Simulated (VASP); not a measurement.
Crystal: Al3Si2F.

```
Al Si F
1.0
    -2.09900    5.81200    2.41300
     2.09900   -5.81200    2.41300
     2.09900    5.81200   -2.41300
Al Si F
3 2 1
Direct
  0.61229 0.76482 0.84747
  0.91734 0.76482 0.15253
  0.21136 0.71136 0.50000
  0.34991 0.01388 0.33603
  0.67785 0.01388 0.66397
  0.98135 0.98135 0.00000
```

The cell was built by a generator and needn't be a form met in nature.

| Property | Result |
| --- | --- |
| Program | VASP 6.6.1 |
| Task | relaxation of cell and atoms |
| Functional | PBE |
| Potentials or basis | VASP PAW PBE potentials, release 64 (Al, Si, F) |
| Cutoff | 520 eV |
| k mesh | 10 × 10 × 10 |
| Occupations | gaussian, width 0.1 eV |
| Spin | no spin polarisation |

At the start: pressure 1.6 GPa; volume 19.62 Å³/atom.

Problem. How do energy, volume and symmetry change on relaxing?

Solution. Over 58 steps the energy falls by 76.8 meV/atom and the volume is 17.70 Å³/atom (-9.8 %); space group Imm2 (No. 44, to 0.05 Å).

The path:
```
step  energy change (eV)  largest force (eV/Å)  pressure (GPa)  volume (Å³)
   1              0.0000                0.0868            1.56       117.75
   3             -0.0242                0.0918           -0.45       121.10
   5             -0.0399                0.2073           -0.11       119.88
   7             -0.0449                0.1227            0.04       118.83
   9             -0.0529                0.2324            0.02       117.64
  11             -0.0542                0.3293            0.04       116.74
  13             -0.0635                0.3183           -0.08       116.06
  15             -0.1261                0.4806           -0.34       112.83
  17              1.2642                4.3002           11.61        97.48
  19             -0.1046                1.5756            3.23       102.90
  21             -0.2008                1.2664            1.64       105.30
  23             -0.2072                1.1797            1.31       105.99
  25             -0.2069                1.2979            1.62       104.95
  27             -0.2165                1.2215            1.38       105.51
  29             -0.2516                1.0734            0.91       105.81
  31             -0.3394                0.5897           -0.65       107.02
  33             -0.3595                0.2837           -1.75       108.08
  35             -0.3941                0.1870            0.38       105.02
  37             -0.4001                0.1664            0.49       104.91
  39             -0.4147                0.2194           -0.46       106.66
  41             -0.4241                0.0999           -0.15       106.20
  43             -0.4367                0.1460            0.02       106.43
  45             -0.4438                0.0901           -0.01       106.65
  47             -0.4533                0.1450            0.07       106.53
  49             -0.4577                0.0756           -0.11       106.70
  51             -0.4598                0.0434            0.06       106.27
  53             -0.4600                0.0401            0.18       106.07
  55             -0.4603                0.0270           -0.05       106.31
  57             -0.4605                0.0180            0.01       106.21
  58             -0.4606                0.0089            0.02       106.21
```

Final structure:
```cif
data_structure
_symmetry_space_group_name_H-M 'P 1'
_symmetry_Int_Tables_number 1
_cell_length_a 6.6048
_cell_length_b 6.6048
_cell_length_c 6.6048
_cell_angle_alpha 140.187
_cell_angle_beta 54.336
_cell_angle_gamma 144.578
_cell_volume 106.21
loop_
_atom_site_label
_atom_site_type_symbol
_atom_site_fract_x
_atom_site_fract_y
_atom_site_fract_z
_atom_site_occupancy
Al1 Al 0.63280 0.79745 0.83534 1
Al2 Al 0.96211 0.79745 0.16466 1
Al3 Al 0.05895 0.55895 0.50000 1
Si1 Si 0.39847 0.03743 0.36104 1
Si2 Si 0.67638 0.03743 0.63896 1
F1 F 0.02140 0.02140 0.00000 1
```
